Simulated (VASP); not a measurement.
# Work functions of thirteen unrelaxed elemental metal faces against electronegativity and top-layer density, with LDA, PBE and r2SCAN in VASP

I calculate the work function $\Phi$ of thirteen elemental metal faces, each cut from the bulk and left unrelaxed. $\Phi$ is the energy of the vacuum level outside the slab less the Fermi level, so a larger value means that an electron is harder to remove. It governs electron emission and the alignment of levels at contacts. My question is how far it follows the electronegativity $\chi$ of the element and the packing $\sigma$ of the top layer, and how far the functionals lie from experiment. Every element appears with one face only, and the functional changes from row to row, so the face effect is never seen at fixed element. Four members have a measured value beside them.

## Computational details

VASP 6.6.1 with its PAW datasets (LDA 64 and PBE 64), cutoffs of 300 eV, meshes of 10 to 21 points along the first in-plane vector, Fermi-Dirac smearing of 0.1 eV, dipole correction, no spin-orbit coupling; spin-polarised where noted. Symmetric 1×1 slabs at the tabulated measured lattice constant, atoms at bulk places, 18 Å of vacuum; functional as listed. Aspherical gradient terms inside the PAW spheres (LASPH) are on, except where a row says so.

Notes on method and selection:

- Slabs of this thickness leave size errors that can reach a tenth of an eV.
- LDA places work functions tenths of an eV above gradient-corrected functionals.
- The descriptor on the axis is one of a few that could serve, and the choice was not fixed ahead of the values.
- Runs in which the search for lower states was switched off are not listed.
- Where rows or columns differ in functional or spin-orbit coupling, non-spherical gradient terms in the PAW spheres (LASPH) may be on in some and off in others.
- Runs that did not converge, have known faults or may not be shown are not listed, and runs on Ansatz's PAW sets soft_1 and soft_2 are kept to separate tables.
- A language model judged 2 of the measured values at hand unlike the computed quantity or outlying; they, and members whose columns rest on them, are left out, so mean errors are over the rest.

Columns:

- electronegativity: Pauling electronegativity of the element (tabulated).
- top-layer density (nm⁻²): atoms per nm² in the top layer.
- layers: number of layers.
- functional: functional and dispersion term.
- Φ (eV): work function: vacuum level outside the slab less the Fermi level.

## Results

| member | electronegativity | top-layer density (nm⁻²) | layers | functional | Φ (eV) | remark |
| --- | --- | --- | --- | --- | --- | --- |
| Na(100), LDA | 0.93 | 5.6 | 7 | LDA | 2.78 |  |
| Li(100), r2SCAN | 0.98 | 8.2 | 7 | r2SCAN | 3.03 |  |
| Ca(100), LDA | 1.00 | 6.4 | 7 | LDA | 2.91 | LASPH off |
| Hf(0001), PBE | 1.30 | 11.3 | 7 | PBE | 4.37 | LASPH off |
| Be(0001), LDA | 1.57 | 22.0 | 7 | LDA | 5.51 | LASPH off |
| Nb(100), r2SCAN | 1.60 | 9.2 | 7 | r2SCAN | 3.71 |  |
| V(100), LDA | 1.63 | 11.0 | 7 | LDA | 4.08 | spin-polarised; LASPH off |
| Ni(111), r2SCAN | 1.91 | 18.6 | 7 | r2SCAN | 4.83 | spin-polarised |
| Mo(100), LDA | 2.16 | 10.1 | 7 | LDA | 4.29 | LASPH off |
| Ir(111), LDA | 2.20 | 15.7 | 7 | LDA | 5.86 |  |
| Pt(110), LDA | 2.28 | 9.2 | 7 | LDA | 5.62 | LASPH off |
| Pb(111), PBE | 2.33 | 9.4 | 6 | PBE | 3.76 | LASPH off |
| Au(110), PBE | 2.54 | 8.5 | 6 | PBE | 4.96 | LASPH off |

## Interpretation

Na, Ca and Li have the lowest work functions, 2.78 to 3.03 eV, and every other member lies at 3.71 eV or above. These three have the lowest electronegativities and also the thinnest top layers, so either quantity would sort them. Above them electronegativity orders the faces badly: Be at 1.57 has 5.51 eV, while Pb at 2.33 has 3.76 eV.

Be and V show why packing deserves a place in the model. Both are LDA rows with LASPH off, the V slab has no moments, and their electronegativities differ by only 0.06. The Be layer is twice as dense and its work function is higher by 5.51 − 4.08 = 1.43 eV. One is an sp metal and the other a d metal, so packing need not be the whole cause.

The simplest model I can derive has two parts, $\Phi = B + S$.

First, $B$ is the part that the atoms bring with them. Mulliken's electronegativity is the mean of ionisation energy and electron affinity. For a large piece of metal both of these become the work function, and so does their mean. Pauling's scale runs roughly in proportion to Mulliken's. I therefore assume $B = b\chi$, with one $b$ for all metals and no constant term.

Second, $S$ comes from electrons that spill out beyond the top layer. They leave a sheet of dipoles with its negative side outward, which an escaping electron must cross. If each top-layer atom carries the same dipole $p$, electrostatics gives $S = e p \sigma/\varepsilon_0 = c\sigma$.

Together these give

$$\Phi = b\chi + c\sigma .$$

Both parameters should be positive. An open face has a smaller $\sigma$ and hence a lower $\Phi$, which is the accepted direction: on open faces electrons also flow into the hollows between atoms and weaken the outward dipole.

## The model against the table

I fix the model on Be(0001) and Mo(100), which share functional, LASPH setting and number of layers and differ strongly in packing. The two conditions are 1.57 $b$ + 22.0 $c$ = 5.51 and 2.16 $b$ + 10.1 $c$ = 4.29. They give

$b$ = (4.29 × 22.0 − 5.51 × 10.1) / (2.16 × 22.0 − 1.57 × 10.1) = 1.22 eV per Pauling unit,

$c$ = (5.51 × 2.16 − 4.29 × 1.57) / (2.16 × 22.0 − 1.57 × 10.1) = 0.163 eV nm².

This $c$ corresponds to one electron per surface atom shifted outward by roughly 0.009 nm, which is a believable size.

Four other members follow, with departures taken as table less model.

- V(100), LDA: 1.22 × 1.63 + 0.163 × 11.0 = 3.78 eV; the table has 4.08, a departure of +0.30 eV.
- Ir(111), LDA: 1.22 × 2.20 + 0.163 × 15.7 = 5.24 eV; the table has 5.86, a departure of +0.62 eV.
- Pt(110), LDA: 1.22 × 2.28 + 0.163 × 9.2 = 4.28 eV; the table has 5.62, a departure of 5.62 − 4.28 = 1.34 eV.
- Ni(111), r2SCAN: 1.22 × 1.91 + 0.163 × 18.6 = 5.36 eV; the table has 4.83, a departure of −0.53 eV.

Over all eleven members not used as anchors the mean absolute miss is about 0.63 eV, against a mean absolute scatter of about 0.87 eV about their own average. That gain is fragile. With Pt in place of Mo as the second anchor, $b$ rises to about 2.0 and the miss becomes about 0.70 eV against a scatter of about 0.74 eV, which is no real improvement. I keep the model as an account of directions and would not use it to estimate a new face.

## Where the trend breaks

Nine of the eleven departures are positive. A missing constant term in $B$ would act this way, but so would an anchor, Mo, that lies low for its electronegativity. Na, Ca and Li, at about +0.73, about +0.65 and about +0.50 eV, speak for the constant, since they stay above the model when Pt replaces Mo as anchor.

Pt is the worst case, at roughly +1.3 eV. It has the same top-layer density as Nb, so the model separates the two by electronegativity alone, 1.22 × (2.28 − 1.60) = 0.83 eV, where the table has 1.91 eV. The change from r2SCAN to LDA accounts for some tenths of that gap; the rest speaks against a single $b$, against the same dipole $p$ for every surface atom, or against both; these two rows cannot tell which. Hf, at about +0.94 eV, is a PBE row set against LDA anchors, so the functional would push it the other way.

Pb and Ni fall below the model, by about 0.61 and about 0.53 eV. For both, the functional has the right sign. For Pb the descriptor is also doubtful: the tabulated electronegativity belongs to four-valent lead, and the two-valent value is lower.

## Checking against experiment

| member | quantity | measured | computed | computed − measured | conditions | source |
| --- | --- | --- | --- | --- | --- | --- |
| Nb(100), r2SCAN | Φ (eV) | 3.97 | 3.71 | −0.26 | compiled values differ between sources by a tenth of an eV or more; compiled experimental value; Nb(100) single-crystal face | [1] |
| Ni(111), r2SCAN | Φ (eV) | 5.36 | 4.83 | −0.53 | compiled values differ between sources by a tenth of an eV or more; compiled experimental value; Ni(111) single-crystal face | [1] |
| Mo(100), LDA | Φ (eV) | 4.45 | 4.29 | −0.16 | compiled values differ between sources by a tenth of an eV or more; this face reconstructs in experiment and the slab does not | [1] |
| Ir(111), LDA | Φ (eV) | 5.78 | 5.86 | +0.08 | compiled values differ between sources by a tenth of an eV or more; compiled experimental value; Ir(111) single-crystal face | [1] |

Computed − measured (first source of each member):

- Φ (eV): mean error −0.22, mean absolute error 0.26 over 4 members

Sources:

[1] "Anisotropic work function of elemental crystals" (2019, arXiv:1902.07811)

The four compared members keep their measured order, Nb, Mo, Ni, Ir, although the mean absolute error is 0.26 eV. The two LDA rows lie closest, with Ir at +0.08 and Mo at −0.16 eV. The two r2SCAN rows are lower than measured, Nb by 0.26 and Ni by 0.53 eV. This fits the known tendency of LDA to give higher work functions than gradient-corrected functionals, but the elements differ too, so two rows each do not rank the functionals. PBE is not compared here.

The Ir error is within what slab thickness and the disagreement between compilations can produce. For Mo the measured face reconstructs and the slab does not, so its small error is weak evidence of accuracy.

Ni has the largest error. A thickness error of a tenth of an eV and a similar uncertainty in the compiled value would cover less than half of it. The slab is ferromagnetic, and r2SCAN is known to exaggerate the magnetism of such metals; that may contribute, though I cannot give the sign of its effect on $\Phi$. Two measured values judged unsuitable were left out, so the mean error describes a selected set.

## Conclusions and limits

What holds from Na to Au is coarse: the three members that are lowest in both electronegativity and packing have the lowest work functions. Among the other ten, neither quantity alone gives the order. Electronegativity was one of several possible descriptors and was not chosen before the values were known, which weakens even the coarse statement.

The full spread is 5.86 − 2.78 = 3.08 eV, and the model misses Pt by well over 1 eV, so it leaves out real differences between the metals. Going from LDA to a gradient-corrected functional lowers $\Phi$ by tenths of an eV, and the slab thickness can shift it by up to a tenth either way. Both are too small to explain the miss for Pt, but they matter when two rows with similar work functions are compared.

[On method and selection: Error sizes named in these notes are rules of thumb and were not measured on these runs.]
